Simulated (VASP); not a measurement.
Crystal: CsTaS2.

```xyz
4
Lattice="3.5424 0.0000 0.0000 -1.7712 3.0678 0.0000 0.0000 0.0000 8.2685" Properties=species:S:1:pos:R:3 pbc="T T T"
Cs    0.0000    0.0000    4.1342
Ta    0.0000    2.0452    0.0000
S     1.7712    1.0226    1.5030
S     1.7712    1.0226    6.7655
```

The cell was built by a generator and needn't be a form met in nature.

```yaml
Program: VASP 6.6.1
Task: relaxation of cell and atoms
Functional: vdW-DF-cx
Potentials_or_basis: VASP PAW PBE potentials, release 64 (Cs_sv, Ta_pv, S)
Cutoff: 600 eV
k_mesh: 7 × 7 × 3
Occupations: fermi-dirac, width 0.05 eV
Spin: no spin polarisation
```

At the start: pressure -2.8 GPa; volume 22.46 Å³/atom.

Question: How do energy, volume and symmetry change on relaxing?

Answer: Over 7 steps the energy falls by 7.3 meV/atom and the volume is 21.65 Å³/atom (-3.6 %); space group P-6m2 (No. 187, to 0.05 Å).

Step by step:
```csv
step,energy change (eV),largest force (eV/Å),pressure (GPa),volume (Å³)
1,0.0000,0.0307,-2.81,89.86
2,-0.0034,0.5430,2.88,84.83
3,-0.0242,0.2552,-0.02,87.19
4,-0.0284,0.0804,-0.02,86.82
5,-0.0286,0.0324,-0.02,86.72
6,-0.0290,0.0134,-0.02,86.66
7,-0.0291,0.0011,-0.01,86.61
```

Final structure:
```
Cs Ta S
1.0
     3.49630    0.00000    0.00000
    -1.74815    3.02788    0.00000
     0.00000    0.00000    8.18149
Cs Ta S
1 1 2
Direct
  0.00000 0.00000 0.50000
  0.33333 0.66667 0.00000
  0.66667 0.33333 0.18391
  0.66667 0.33333 0.81609
```

Caveat: the PAW data sets were made with another functional, which shifts forces and pressure a little.
